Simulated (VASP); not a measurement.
Shape and ions are relaxed at each volume.

Here is the system:

```cif
data_Cd2Se2
_chemical_formula_sum 'Cd2 Se2'
_space_group_name_H-M_alt 'P63mc'
_space_group_IT_number 186
_space_group_name_Hall 'P 6c -2c'
_cell_length_a 4.33409
_cell_length_b 4.33409
_cell_length_c 7.07458
_cell_angle_alpha 90.000
_cell_angle_beta 90.000
_cell_angle_gamma 120.000
loop_
_atom_site_label
_atom_site_type_symbol
_atom_site_symmetry_multiplicity
_atom_site_Wyckoff_symbol
_atom_site_fract_x
_atom_site_fract_y
_atom_site_fract_z
_atom_site_occupancy
Cd1 Cd 2 b 0.33333 0.66667 0.99999 1
Se1 Se 2 b 0.33333 0.66667 0.37601 1
```

Level of theory: SCAN meta-GGA, VASP's PBE PAW potentials (set 64) (plane waves; VASP 6.6.1). Settings: 520 eV cut-off, 6×6×3 Γ-centred mesh, Gaussian smearing of 0.050 eV, potentials Cd Se.

Q: Give the energy at these volumes per atom, relative to the lowest: 27.04, 27.90, 28.77, 29.63, 30.49 Å³.

A: 19.2, 4.6, 0.0, 3.9, 14.9 meV/atom. A third-order Birch-Murnaghan fit gives B0 = 52.1 GPa and B0′ = 5.0.

Measured: bulk modulus 53.4 GPa (computed value off by -2.4 %), as given by Michael Grünwald et al., The Journal of Chemical Physics (2012), arXiv:1201.2992. The calculation is for a static lattice, while the measured bulk modulus holds thermal and zero-point effects, which are part of the difference.

The compound is CdSe in the wurtzite structure. It was relaxed first.
